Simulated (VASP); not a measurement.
Given:

```yaml
crystal:
  lattice:
    - [2.74114, 0.00000, 0.00000]
    - [0.00000, 2.74114, 0.00000]
    - [0.00000, 0.00000, 2.74114]
  atoms:
    - { symbol: Ta, position: [0.00000, 0.00000, 0.00000] }
    - { symbol: N, position: [0.50000, 0.50000, 0.50000] }
```

Level of theory: r2SCAN meta-GGA, VASP's PBE PAW potentials (set 64) (plane waves; VASP 6.6.1). Numerical set-up: 520 eV cut-off, 15×15×15 Γ-centred mesh, tetrahedra with Blöchl corrections, potentials Ta_pv N.

Task: Give the energies of bands 5 to 11 at the high-symmetry points, in eV from the Fermi level.

Result: 
```
band      Γ       X      M      R
----  -----  ------  -----  -----
5     -4.94  -10.16  -6.03  -9.17
6     -4.94   -4.61  -6.03  -9.17
7     -2.68   -4.61  -3.73  -9.17
8     -2.68   -3.76  -2.00   6.72
9     -2.68    4.09   1.11   6.72
10     2.87    4.96   1.11   6.72
11     4.36    5.78   1.19   7.30
```

It has no gap at this level: it comes out as a metal or semimetal.

The structure was generated: TaN was put into the CsCl type (Pm-3m), which need not be its known phase. It was relaxed first, which changed the volume by -13 %.
